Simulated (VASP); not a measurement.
Output of a VASP run:

### OSZICAR
```
       N       E                     dE             d eps       ncg     rms          rms(c)
DAV:   1     0.345848749493E+03    0.34585E+03   -0.15745E+04  8064   0.607E+02
DAV:   2    -0.231965678454E+02   -0.36905E+03   -0.34024E+03  8536   0.205E+02
DAV:   3    -0.535920111236E+02   -0.30395E+02   -0.29196E+02 10352   0.567E+01
DAV:   4    -0.547132117113E+02   -0.11212E+01   -0.11158E+01  9608   0.883E+00
DAV:   5    -0.547248204699E+02   -0.11609E-01   -0.11607E-01  9392   0.837E-01    0.239E+01
DAV:   6    -0.449056508462E+02    0.98192E+01   -0.12460E+01 10536   0.260E+01    0.106E+01
DAV:   7    -0.443603923713E+02    0.54526E+00   -0.36485E+00  9752   0.789E+00    0.678E+00
DAV:   8    -0.444474405975E+02   -0.87048E-01   -0.16376E+00 10024   0.602E+00    0.476E+00
DAV:   9    -0.441994699799E+02    0.24797E+00   -0.39327E-01  9552   0.271E+00    0.188E+00
DAV:  10    -0.441596849534E+02    0.39785E-01   -0.48902E-02 10688   0.105E+00    0.524E-01
DAV:  11    -0.441566501271E+02    0.30348E-02   -0.94943E-03 10840   0.350E-01    0.132E-01
DAV:  12    -0.441566301621E+02    0.19965E-04   -0.58304E-04  9096   0.747E-02    0.829E-02
DAV:  13    -0.441566227535E+02    0.74086E-05   -0.39307E-05  9968   0.322E-02    0.228E-02
DAV:  14    -0.441566214555E+02    0.12980E-05   -0.41063E-06  9776   0.940E-03    0.525E-03
DAV:  15    -0.441566214274E+02    0.28115E-07   -0.41529E-07 10488   0.243E-03
   1 F= -.44156621E+02 E0= -.44156621E+02  d E =-.530581E-63
 imaginary and real dielectric function
```

OUTCAR:
```
------------------------ aborting loop because EDIFF is reached ----------------------------------------
  FORCE on cell =-STRESS in cart. coord.  units (eV):
  Direction    XX          YY          ZZ          XY          YZ          ZX
  --------------------------------------------------------------------------------------
  Total       -0.0755144     -0.0755144     -0.0755144      0.0000000      0.0000000     -0.0000000
  in kB       -1.9593402     -1.9593402     -1.9593402      0.0000000      0.0000000     -0.0000000
  external PRESSURE =      -1.9593402 kB  Pullay stress =       0.0000000 kB
  volume of cell :       61.75
      direct lattice vectors                 reciprocal lattice vectors
     3.952545340  0.000000000  0.000000000     0.253001525  0.000000000  0.000000000
     0.000000000  3.952545340  0.000000000     0.000000000  0.253001525  0.000000000
     0.000000000  0.000000000  3.952545340     0.000000000  0.000000000  0.253001525
 POSITION                                       TOTAL-FORCE (eV/Angst)
 -----------------------------------------------------------------------------------
      0.00000      0.00000      0.00000         0.000000      0.000000      0.000000
      1.97627      1.97627      1.97627         0.000000      0.000000      0.000000
      1.97627      0.00000      1.97627         0.000000      0.000000      0.000000
      0.00000      1.97627      1.97627         0.000000      0.000000      0.000000
      1.97627      1.97627      0.00000         0.000000      0.000000      0.000000
 -----------------------------------------------------------------------------------
    total drift:                                0.000000      0.000000     -0.000000
  FREE ENERGIE OF THE ION-ELECTRON SYSTEM (eV)
  ---------------------------------------------------
  free  energy   TOTEN  =       -44.1566214274 eV

  energy  without entropy=      -44.1566214274  energy(sigma->0) =      -44.15662143

 plasma frequency squared (from intraband transitions) (eV^2)
  --------------------------------------------------------------------------------------
       0.000      -0.000       0.000
      -0.000       0.000      -0.000
       0.000      -0.000       0.000

 plasma frequency squared (from interband transitions, int dw w eps(2)(w)) (eV^2)
  --------------------------------------------------------------------------------------
     666.561       0.000       0.000       0.000       0.000      -0.000
       0.000      -0.000     666.561       0.000       0.000       0.000
       0.000       0.000       0.000      -0.000     666.561       0.000
```
(Selected blocks of OUTCAR.)

File POSCAR:
```
BaTiO3
1
    3.9525453398     0.0000000000     0.0000000000
    0.0000000000     3.9525453398     0.0000000000
    0.0000000000     0.0000000000     3.9525453398
Ba Ti O
1 1 3
Direct
  0.0000000000   0.0000000000   0.0000000000
  0.5000000000   0.5000000000   0.5000000000
  0.5000000000   0.0000000000   0.5000000000
  0.0000000000   0.5000000000   0.5000000000
  0.5000000000   0.5000000000   0.0000000000
```

Q: Write an INCAR and KPOINTS that could have produced this output.

A: One answer among several that fit: the input of the run itself, LDA (Ceperley-Alder, Perdew-Zunger), plane waves, VASP's LDA PAW potentials (set 64).

INCAR:
```
SYSTEM = BaTiO3
PREC = Accurate
ENCUT = 520
EDIFF = 1E-7
NELM = 100
ALGO = Normal
LREAL = .FALSE.
LASPH = .TRUE.
ISMEAR = 0
SIGMA = 0.01
LMAXMIX = 4
LWAVE = .FALSE.
LCHARG = .FALSE.
LOPTICS = .TRUE.
NBANDS = 72
NEDOS = 1001
CSHIFT = 0.1
```

File KPOINTS:
```
Regular mesh
0
G
10 10 10
0 0 0
```

POTCAR, in this order: Ba_sv Ti_sv O (LDA.64 set). Program: vasp_std.

The dielectric response may not be converged in the k-mesh; for small gaps it tends to come out too large.

The compound is BaTiO3 in the cubic perovskite structure, the ideal cubic form; the compound distorts at low or room temperature. It was relaxed first.
